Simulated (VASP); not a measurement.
Runs of VASP 6.6.1 on CuF. Symmetry: Pm-3m, No. 221, cubic system. Conventional cell: a = 2.730 Å, b = 2.730 Å, c = 2.730 Å, α = 90.00°, β = 90.00°, γ = 90.00°. Cu (site symmetry m-3m) is surrounded by 8 F at 2.36 Å. F (site symmetry m-3m) has 8 Cu at 2.36 Å as nearest neighbours. The cell was built by a generator and needn't be a form met in nature.

| task | level | cell | k mesh | cutoff (eV) | gap on the mesh (eV) | pressure (GPa) | relaxed volume (Å³/atom) |
| --- | --- | --- | --- | --- | --- | --- | --- |
| single point | PBEsol | Pm-3m, 10.17 Å³/atom | 8 × 8 × 8 | 520 | none | -0.1 | - |
| relaxation of cell and atoms | PBE | relaxed | 10 × 10 × 10 | 600 | none | 0.0 | 10.03 |
| single point | PBE | Pm-3m, 10.9 Å³/atom | 10 × 10 × 10 | 520 | none | -0.1 | - |
| relaxation of cell and atoms | PBEsol | relaxed | 8 × 8 × 8 | 600 | none | -0.1 | (a) |

Alike in all rows: potentials or basis VASP PAW PBE potentials, release 64 (Cu, F); no spin polarisation; smearing fermi-dirac 0.02 eV.

Question: Fill in the values left out.

Answer: (a) 10.16.

Caveats: the run has no spin polarisation, though such a crystal can be magnetic; semilocal functionals often make such compounds metallic where correlation or magnetic order opens a gap, which also shifts bond lengths; the PAW data sets were made with another functional, which shifts forces and pressure a little (some runs); the volume moved by over 15 % at a fixed basis, so the end points are rough (some runs).

A gap of «none» marks a metal or a gap under the smearing width.
